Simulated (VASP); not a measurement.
LuSi2Ru2: single point with PBE

Crystal: LuSi2Ru2.

```
Lu Ru Si
1.0
     3.70705   -0.33594   -1.03039
    -0.09234    4.53151    0.06583
     0.46558   -0.31271    5.01294
Lu Ru Si
1 2 2
Direct
  0.08849 0.46951 0.24977
  0.72339 0.30986 0.66086
  0.51755 0.04047 0.06326
  0.08058 0.99276 0.53617
  0.30540 0.59036 0.79756
```

The cell was built by a generator and needn't be a form met in nature.

| Quantity | Value |
| --- | --- |
| Program | VASP 6.6.1 |
| Task | single point |
| Functional | PBE |
| Potentials or basis | VASP PAW PBE potentials, release 64 (Lu, Ru_pv, Si) |
| Cutoff | 520 eV |
| k mesh | 4 × 3 × 3 |
| Occupations | fermi-dirac, width 0.1 eV |
| Spin | no spin polarisation |
| Dipole correction | no |
| Further INCAR settings | ALGO = Fast; EDIFF = 1e-06; NBANDS = 38 |

| Item | Value |
| --- | --- |
| Pressure | 5.0 GPa |
| Largest force | 1.740 eV/Å |
| Band gap on the k mesh | none (metal or under the smearing width) |

Forces in eV/Å, atoms in the order of the input:
```
Lu  -0.167  0.676 -0.885
Ru  -0.210  0.202  0.506
Ru  -0.919  0.072  0.539
Si   1.085 -1.359 -0.049
Si   0.211  0.408 -0.111
```

Stress tensor (GPa, compression positive):
```
-5.72 -0.62 -9.05
-0.62 12.88  2.56
-9.05  2.56  7.96
```

Levels at points of the mesh, in eV from the Fermi level:
```
           k point  band 28  band 29  band 30  band 31  band 32  band 33  band 34  band 35
(0.00, 0.00, 0.00)    -1.22    -1.01    -0.66    -0.26     0.44     1.07     2.13     3.03
(0.50, 0.00, 0.00)    -1.28    -0.95    -0.55    -0.07     0.49     1.56     1.66     3.01
```

Run time: 2.2 min on 1 thread of Intel(R) Xeon(R) 6975P-C (Granite Rapids), with other jobs on the host, peak memory 0.24 GiB.

Caveat: the k mesh is coarse (spacing up to 0.47 Å⁻¹), so the values aren't converged. Spin-orbit coupling is left out, which matters for the levels of Lu.
